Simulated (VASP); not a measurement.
Computed with r2SCAN meta-GGA, VASP's PBE PAW potentials (set 64) (plane waves; VASP).

A VASP calculation is set up with these files.

KPOINTS:
```
kpoints
0
G
 19 19 10
```

File POSCAR:
```
Co
1
    2.4646429528     0.0000000000     0.0000000000
   -1.2323214764     2.1344436321     0.0000000000
    0.0000000000     0.0000000000     4.0190816093
Co
2
Direct
  0.6666670000   0.3333330000   0.7500000000
  0.3333330000   0.6666670000   0.2500000000
```

**INCAR**
```
ISIF = 2
NSW = 20   # most ionic steps
LMIXTAU = .TRUE.
LASPH = .TRUE.   # aspherical one-centre terms
NELM = 100
LWAVE = .FALSE.
ISPIN = 2   # spin-polarised
ISMEAR = 1   # Methfessel-Paxton
LCHARG = .FALSE.
IBRION = 2   # conjugate gradients
EDIFF = 1E-5   # SCF stop (eV)
ALGO = Normal   # blocked Davidson
NELMIN = 4
LMAXMIX = 4
ENCUT = 400   # plane-wave cut-off (eV)
MAGMOM = 1.8 1.8
LORBIT = 10
SYSTEM = Co
LREAL = .FALSE.
SIGMA = 0.1
METAGGA = R2SCAN
EDIFFG = -0.03
PREC = Normal
```

POTCAR, in this order: Co (PBE.64 set). Program: vasp_std.

Problem. What does the run give for the energy per atom (σ→0), cell moment, band gap (on the k-mesh)?

Solution. 
| Property | Value |
|---|---|
| energy per atom (σ→0) | -13.207 eV/atom |
| cell moment | 3.46 μB |
| band gap (on the k-mesh) | none (metal, semimetal or under 0.01 eV) |

File OSZICAR:
```
...
DAV:   8    -0.264380945012E+02   -0.20670E-01   -0.82335E-02 19876   0.277E+00    0.212E+00
DAV:   9    -0.264168532887E+02    0.21241E-01   -0.17296E-02 18910   0.207E+00    0.697E-01
DAV:  10    -0.264141476872E+02    0.27056E-02   -0.12206E-02 18883   0.199E+00    0.242E-01
DAV:  11    -0.264141127612E+02    0.34926E-04   -0.92274E-04 16928   0.511E-01    0.129E-01
DAV:  12    -0.264141397450E+02   -0.26984E-04   -0.30061E-05 16999   0.882E-02    0.769E-02
DAV:  13    -0.264141648006E+02   -0.25056E-04   -0.55973E-05 16738   0.119E-01    0.147E-02
DAV:  14    -0.264141653220E+02   -0.52133E-06   -0.33222E-06  8824   0.289E-02
   1 F= -.26414165E+02 E0= -.26414136E+02  d E =-.264142E+02  mag=     3.4554
```

The compound is Co in the hcp structure. It was relaxed first.
